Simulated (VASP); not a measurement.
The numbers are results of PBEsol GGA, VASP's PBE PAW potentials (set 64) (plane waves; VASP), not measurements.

Input for VASP

INCAR:
```
! general
SYSTEM = SiC
PREC   = Accurate
ENCUT  = 200   ! plane-wave cut-off (eV)
LREAL  = .False.   ! projection in real space or not
LASPH  = .True.   ! aspherical one-centre terms

! electronic loop
EDIFF  = 1E-6
NELM   = 100
ALGO   = Normal

! smearing
ISMEAR = 0   ! Gaussian
SIGMA  = 0.05   ! width (eV)

! functional
GGA    = PS   ! PBEsol

! ions
ISIF   = 2   ! forces and stress, cell fixed

! output
LWAVE  = .False.
LCHARG = .False.
```

KPOINTS:
```
kpoints
0
gamma
  2 2 2
```

File POSCAR:
```
SiC
1
    0.0000000000     2.1648040000     2.1648040000
    2.1648040000     0.0000000000     2.1648040000
    2.1648040000     2.1648040000     0.0000000000
Si C
1 1
Direct
  0.2500000000   0.2500000000   0.2500000000
  0.0000000000   0.0000000000   0.0000000000
```

POTCAR, in this order: Si C (PBE.64 set). Program: vasp_std.

Output

**OUTCAR**
```
 ion  position               nearest neighbor table
   1  0.250  0.250  0.250-   2 1.87   2 1.87   2 1.87   2 1.87
   2  0.000  0.000  0.000-   1 1.87   1 1.87   1 1.87   1 1.87
  LATTYP: Found a face centered cubic cell.
 ALAT       =     4.3296080000
 Subroutine PRICEL returns:
 Original cell was already a primitive cell.
 Subroutine GETGRP returns: Found 24 space group operations
The static configuration has the point symmetry T_d .
The dynamic configuration has the point symmetry T_d .
 Subroutine INISYM returns: Found 24 space group operations
 Subroutine IBZKPT returns following result:
 Found      3 irreducible k-points:

 Following reciprocal coordinates:
            Coordinates               Weight
  0.000000  0.000000  0.000000      1.000000
  0.500000  0.000000  0.000000      4.000000
  0.500000  0.500000  0.000000      3.000000
   k-points           NKPTS =      3   k-points in BZ     NKDIM =      3   number of bands    NBANDS=      8
   number of dos      NEDOS =    301   number of ions     NIONS =      2
   total plane-waves  NPLWV =   2744
   dimension x,y,z NGX =    14 NGY =   14 NGZ =   14
   dimension x,y,z NGXF=    28 NGYF=   28 NGZF=   28
   ions per type =               1   1
...
```

**OSZICAR**
```
       N       E                     dE             d eps       ncg     rms          rms(c)
DAV:   1    -0.113286600895E+02   -0.11329E+02   -0.23264E+03    64   0.398E+02
DAV:   2    -0.152324569626E+02   -0.39038E+01   -0.25013E+01    64   0.368E+01
DAV:   3    -0.152706017586E+02   -0.38145E-01   -0.38145E-01    64   0.350E+00
DAV:   4    -0.152706761777E+02   -0.74419E-04   -0.74419E-04    64   0.153E-01
DAV:   5    -0.152706763147E+02   -0.13700E-06   -0.13700E-06    64   0.485E-03    0.971E+00
DAV:   6    -0.135012451245E+02    0.17694E+01   -0.49787E+00    48   0.126E+01    0.466E+00
DAV:   7    -0.133000941856E+02    0.20115E+00   -0.70102E-01    64   0.490E+00    0.169E+00
DAV:   8    -0.132803881623E+02    0.19706E-01   -0.31068E-02    48   0.131E+00    0.132E-01
DAV:   9    -0.132805451890E+02   -0.15703E-03   -0.10469E-03    48   0.230E-01    0.974E-02
DAV:  10    -0.132806509881E+02   -0.10580E-03   -0.14324E-04    48   0.873E-02    0.207E-02
DAV:  11    -0.132806529918E+02   -0.20037E-05   -0.11578E-05    56   0.218E-02    0.573E-03
DAV:  12    -0.132806530831E+02   -0.91312E-07   -0.55435E-07    32   0.589E-03
   1 F= -.13280653E+02 E0= -.13280653E+02  d E =-.132585E-12
```

OUTCAR:
```
------------------------ aborting loop because EDIFF is reached ----------------------------------------
  FORCE on cell =-STRESS in cart. coord.  units (eV):
  Direction    XX          YY          ZZ          XY          YZ          ZX
  --------------------------------------------------------------------------------------
  Total       -1.9239367     -1.9239367     -1.9239367     -0.0000000      0.0000000      0.0000000
  in kB     -151.9202363   -151.9202363   -151.9202363     -0.0000000      0.0000000      0.0000000
  external PRESSURE =    -151.9202363 kB  Pullay stress =       0.0000000 kB
  volume of cell :       20.29
      direct lattice vectors                 reciprocal lattice vectors
     0.000000000  2.164804000  2.164804000    -0.230967792  0.230967792  0.230967792
     2.164804000  0.000000000  2.164804000     0.230967792 -0.230967792  0.230967792
     2.164804000  2.164804000  0.000000000     0.230967792  0.230967792 -0.230967792
  FREE ENERGIE OF THE ION-ELECTRON SYSTEM (eV)
  ---------------------------------------------------
  free  energy   TOTEN  =       -13.2806530831 eV

  energy  without entropy=      -13.2806530831  energy(sigma->0) =      -13.28065308
```
(Selected blocks of OUTCAR.)

At this cut-off the stress carries a Pulay error, which pulls relaxed volumes low.

The structure comes from a computed database's SiC entry; how it stands against other phases isn't given here. The cell was not relaxed at this level. The k-mesh is coarse (spacing up to 1.26 per Å, 2π included), so the numbers may not be converged in it. The run is one of a series of settings (ENCUT = 200, KPOINTS 2×2×2 Γ-centred mesh against the base run), some of them coarse on purpose.
